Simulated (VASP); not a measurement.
Given:

```xyz
3
Lattice="-1.7927 1.7927 4.3876 1.7927 -1.7927 4.3876 1.7927 1.7927 -4.3876" Properties=species:S:1:pos:R:3 pbc="T T T"
Nd     0.0000     0.0000     0.0000
B      0.0000     0.0000     2.9423
B      0.0000     0.0000     5.8329
```

Method: PBE GGA, VASP's PBE PAW potentials (set 64) (plane waves; VASP). Numerical set-up: 520 eV cut-off, 11×11×11 Γ-centred mesh, first-order Methfessel-Paxton smearing of 0.10 eV, potentials Nd_3 B.

The 4f electrons are frozen in the core of the lanthanide potential, so 4f levels, which can set the real gap, and their magnetism are missing.

Estimate the energy per atom (σ→0), pressure, largest force, band gap (on the k-mesh) with the smallest direct gap where there is one.

| Property | Result |
|---|---|
| band gap (on the k-mesh) | none (metal, semimetal or under 0.01 eV) |
| energy per atom (σ→0) | -4520 meV/atom |
| pressure | -8.72 GPa |
| largest force | 0.01359 Ry/bohr |

Only differences to runs with the same potentials and settings are physical.

The structure was generated: NdB2 was put into the MoSi2 type (I4/mmm), which need not be its known phase. The cell was not relaxed at this level. The electron count is odd and the run is not spin-polarised, which forces a metal.
